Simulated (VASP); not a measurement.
All values below come from PBE GGA, VASP's PBE PAW potentials (set 64) (plane waves; VASP).

VASP input:

### POSCAR
```
As
1
    3.7300460472    -1.9098315989    -0.0026906575
    3.7300460472     1.9098315989    -0.0026906575
    2.7544674925     0.0000000000     3.1581029858
As
2
Direct
  0.2270880826   0.2270880826   0.2270880826
  0.7729119174   0.7729119174   0.7729119174
```

**KPOINTS**
```
Automatic mesh
0
Gamma
  13 13 13
0 0 0
```

**INCAR**
```
SYSTEM = As
PREC = Accurate
ENCUT = 400
EDIFF = 1E-7
NELM = 100
ALGO = Normal
LREAL = .FALSE.
LASPH = .TRUE.
ISMEAR = -5
GGA = PE
LMAXMIX = 4
LWAVE = .FALSE.
LCHARG = .TRUE.
LORBIT = 11
NEDOS = 601
ISIF = 2
```

POTCAR, in this order: As (PBE.64 set). Program: vasp_std.

Output

### OUTCAR
```
 ion  position               nearest neighbor table
   1  0.227  0.227  0.227-   2 2.56   2 2.56   2 2.56
   2  0.773  0.773  0.773-   1 2.56   1 2.56   1 2.56
  LATTYP: Found a trigonal (rhomboedric) cell.
 ALAT       =     4.1905497837
 COS(alpha) =     0.5845888474
 Subroutine PRICEL returns:
 Original cell was already a primitive cell.
 Subroutine GETGRP returns: Found 12 space group operations
The static configuration has the point symmetry D_3d.
The dynamic configuration has the point symmetry D_3d.
 Subroutine INISYM returns: Found 12 space group operations
 Subroutine IBZKPT returns following result:
 Found    231 irreducible k-points:

 Following reciprocal coordinates:
            Coordinates               Weight
  0.000000  0.000000  0.000000      1.000000
  0.076923  0.000000  0.000000      6.000000
  0.153846  0.000000  0.000000      6.000000
  0.230769 -0.000000  0.000000      6.000000
  0.307692  0.000000  0.000000      6.000000
  0.384615  0.000000  0.000000      6.000000
  0.461538  0.000000  0.000000      6.000000
  0.076923  0.076923  0.000000      6.000000
  0.153846  0.076923  0.000000     12.000000
  0.230769  0.076923  0.000000     12.000000
  0.307692  0.076923  0.000000     12.000000
  0.384615  0.076923  0.000000     12.000000
  0.461538  0.076923  0.000000     12.000000
 -0.461538  0.076923  0.000000     12.000000
 -0.384615  0.076923 -0.000000     12.000000
 -0.307692  0.076923 -0.000000     12.000000
 -0.230769  0.076923  0.000000     12.000000
 -0.153846  0.076923 -0.000000     12.000000
 -0.076923  0.076923  0.000000      6.000000
  0.153846  0.153846  0.000000      6.000000
  0.230769  0.153846  0.000000     12.000000
  0.307692  0.153846  0.000000     12.000000
  0.384615  0.153846  0.000000     12.000000
...
```

**OSZICAR**
```
       N       E                     dE             d eps       ncg     rms          rms(c)
DAV:   1     0.255253422343E+02    0.25525E+02   -0.37542E+03  4158   0.749E+02
DAV:   2    -0.831782237353E+01   -0.33843E+02   -0.33241E+02  6509   0.112E+02
DAV:   3    -0.934836585512E+01   -0.10305E+01   -0.10289E+01  4793   0.236E+01
DAV:   4    -0.935355448136E+01   -0.51886E-02   -0.51893E-02  5128   0.178E+00
DAV:   5    -0.935356722915E+01   -0.12748E-04   -0.12707E-04  4701   0.820E-02    0.312E+00
DAV:   6    -0.934556364436E+01    0.80036E-02   -0.54159E-03  4645   0.580E-01    0.187E+00
DAV:   7    -0.934169468483E+01    0.38690E-02   -0.11574E-02  4317   0.878E-01    0.888E-02
DAV:   8    -0.934181130693E+01   -0.11662E-03   -0.48720E-04  4318   0.159E-01    0.351E-02
DAV:   9    -0.934186149183E+01   -0.50185E-04   -0.79654E-05  4643   0.703E-02    0.118E-02
DAV:  10    -0.934186101092E+01    0.48091E-06   -0.71670E-06  4840   0.174E-02    0.365E-03
DAV:  11    -0.934186078792E+01    0.22300E-06   -0.11082E-06  4293   0.823E-03    0.145E-03
DAV:  12    -0.934186092809E+01   -0.14017E-06   -0.65837E-08  2565   0.189E-03    0.299E-04
DAV:  13    -0.934186095319E+01   -0.25103E-07   -0.16755E-08  2126   0.999E-04
   1 F= -.93418610E+01 E0= -.93418610E+01  d E =0.000000E+00
```

OUTCAR:
```
------------------------ aborting loop because EDIFF is reached ----------------------------------------
  FORCE on cell =-STRESS in cart. coord.  units (eV):
  Direction    XX          YY          ZZ          XY          YZ          ZX
  --------------------------------------------------------------------------------------
  Total       -0.0042724      0.0222605      0.0197329      0.0000000      0.0000000     -0.0081894
  in kB       -0.1520349      0.7921501      0.7022026      0.0000000      0.0000000     -0.2914226
  external PRESSURE =       0.4474393 kB  Pullay stress =       0.0000000 kB
  volume of cell :       45.02
      direct lattice vectors                 reciprocal lattice vectors
     3.730046047 -1.909831599 -0.002690658     0.133962320 -0.261803187 -0.116840666
     3.730046047  1.909831599 -0.002690658     0.133962320  0.261803187 -0.116840666
     2.754467492  0.000000000  3.158102986     0.000228268  0.000000000  0.316446692
 POSITION                                       TOTAL-FORCE (eV/Angst)
 -----------------------------------------------------------------------------------
      2.31960      0.00000      0.71595        -0.011630      0.000000     -0.003590
      7.89495      0.00000      2.43678         0.011630      0.000000      0.003590
 -----------------------------------------------------------------------------------
    total drift:                               -0.000000      0.000000     -0.000000
  FREE ENERGIE OF THE ION-ELECTRON SYSTEM (eV)
  ---------------------------------------------------
  free  energy   TOTEN  =        -9.3418609532 eV

  energy  without entropy=       -9.3418609532  energy(sigma->0) =       -9.34186095

 total charge

# of ion       s       p       d       tot
------------------------------------------
    1        1.304   1.334   0.044   2.681
    2        1.304   1.334   0.044   2.681
--------------------------------------------------
tot          2.607   2.667   0.087   5.361
```
(Selected blocks of OUTCAR.)

For a metal the tetrahedron method with Blöchl corrections gives inexact stress and forces.

The compound is As in the a7 structure. It was relaxed first.
